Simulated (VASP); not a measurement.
Level of theory: vdW-DF2, VASP's PBE PAW potentials (set 64) (plane waves; VASP 6.6.1).

A VASP calculation is set up with these files.

INCAR:
```
SYSTEM = AlN
PREC = Accurate
ENCUT = 520
EDIFF = 1E-7
NELM = 100
ALGO = Normal
LREAL = .FALSE.
LASPH = .TRUE.
ISMEAR = -5
GGA = ML
ZAB_VDW = -1.8867
LUSE_VDW = .TRUE.
AGGAC = 0.0
LWAVE = .FALSE.
LCHARG = .TRUE.
LORBIT = 11
NEDOS = 601
ISIF = 2
```

KPOINTS:
```
Automatic mesh
0
Gamma
11 11 11
0 0 0
```

POSCAR:
```
AlN
4.4405010
  0.0000000000   0.5000000526   0.5000000526
  0.5000000526   0.0000000000   0.5000000526
  0.5000000526   0.5000000526   0.0000000000
Al N
1 1
Cart
  0.0000000000   0.0000000000   0.0000000000
  0.2500000263   0.2500000263   0.2500000263
```

POTCAR, in this order: Al N (PBE.64 set). Program: vasp_std.

What VASP printed:

File OUTCAR:
```
 ion  position               nearest neighbor table
   1  0.000  0.000  0.000-   2 1.92   2 1.92   2 1.92   2 1.92
   2  0.250  0.250  0.250-   1 1.92   1 1.92   1 1.92   1 1.92
  LATTYP: Found a face centered cubic cell.
 ALAT       =     4.4405014672
 Subroutine PRICEL returns:
 Original cell was already a primitive cell.
 Subroutine GETGRP returns: Found 24 space group operations
The static configuration has the point symmetry T_d .
The dynamic configuration has the point symmetry T_d .
 Subroutine INISYM returns: Found 24 space group operations
 Subroutine IBZKPT returns following result:
 Found     56 irreducible k-points:

 Following reciprocal coordinates:
            Coordinates               Weight
  0.000000  0.000000  0.000000      1.000000
  0.090909  0.000000  0.000000      8.000000
  0.181818  0.000000  0.000000      8.000000
  0.272727  0.000000  0.000000      8.000000
  0.363636  0.000000  0.000000      8.000000
  0.454545  0.000000  0.000000      8.000000
  0.090909  0.090909  0.000000      6.000000
  0.181818  0.090909  0.000000     24.000000
  0.272727  0.090909  0.000000     24.000000
...
```

### OSZICAR
```
       N       E                     dE             d eps       ncg     rms          rms(c)
DAV:   1     0.141525562946E+02    0.14153E+02   -0.39537E+03   936   0.815E+02
DAV:   2    -0.142056147784E+02   -0.28358E+02   -0.28155E+02  1232   0.145E+02
DAV:   3    -0.147586034109E+02   -0.55299E+00   -0.55299E+00  1064   0.262E+01
DAV:   4    -0.147606339263E+02   -0.20305E-02   -0.20305E-02  1296   0.149E+00
DAV:   5    -0.147606407425E+02   -0.68162E-05   -0.68162E-05  1096   0.660E-02    0.982E+00
DAV:   6    -0.116435898278E+02    0.31171E+01   -0.20398E+01   976   0.290E+01    0.285E+00
DAV:   7    -0.116719426346E+02   -0.28353E-01   -0.15877E-01   904   0.466E+00    0.197E+00
DAV:   8    -0.116815976011E+02   -0.96550E-02   -0.52945E-02   920   0.324E+00    0.491E-01
DAV:   9    -0.116809340995E+02    0.66350E-03   -0.64331E-04  1304   0.272E-01    0.206E-01
DAV:  10    -0.116813661155E+02   -0.43202E-03   -0.11496E-03   896   0.408E-01    0.465E-02
DAV:  11    -0.116813606492E+02    0.54663E-05   -0.34094E-05  1080   0.519E-02    0.153E-02
DAV:  12    -0.116813667658E+02   -0.61167E-05   -0.16303E-05   904   0.493E-02    0.180E-03
DAV:  13    -0.116813669381E+02   -0.17225E-06   -0.31509E-07  1112   0.728E-03    0.830E-04
DAV:  14    -0.116813669843E+02   -0.46211E-07   -0.15181E-07   904   0.491E-03
   1 F= -.11681367E+02 E0= -.11681367E+02  d E =0.000000E+00
```

OUTCAR:
```
------------------------ aborting loop because EDIFF is reached ----------------------------------------
  FORCE on cell =-STRESS in cart. coord.  units (eV):
  Direction    XX          YY          ZZ          XY          YZ          ZX
  --------------------------------------------------------------------------------------
  Total       -0.0053290     -0.0053290     -0.0053290      0.0000000      0.0000000      0.0000000
  in kB       -0.3900522     -0.3900522     -0.3900522      0.0000000      0.0000000      0.0000000
  external PRESSURE =      -0.3900522 kB  Pullay stress =       0.0000000 kB
  volume of cell :       21.89
      direct lattice vectors                 reciprocal lattice vectors
     0.000000000  2.220250734  2.220250734    -0.225199790  0.225199790  0.225199790
     2.220250734  0.000000000  2.220250734     0.225199790 -0.225199790  0.225199790
     2.220250734  2.220250734  0.000000000     0.225199790  0.225199790 -0.225199790
  FREE ENERGIE OF THE ION-ELECTRON SYSTEM (eV)
  ---------------------------------------------------
  free  energy   TOTEN  =       -11.6813669843 eV

  energy  without entropy=      -11.6813669843  energy(sigma->0) =      -11.68136698

 total charge

# of ion       s       p       d       tot
------------------------------------------
    1        0.350   0.411   0.000   0.762
    2        1.225   2.647   0.000   3.871
--------------------------------------------------
tot          1.575   3.058   0.000   4.633
```
(Selected blocks of OUTCAR.)

The compound is AlN in the zinc blende structure, a metastable form; wurtzite is the usual one. It was relaxed first.
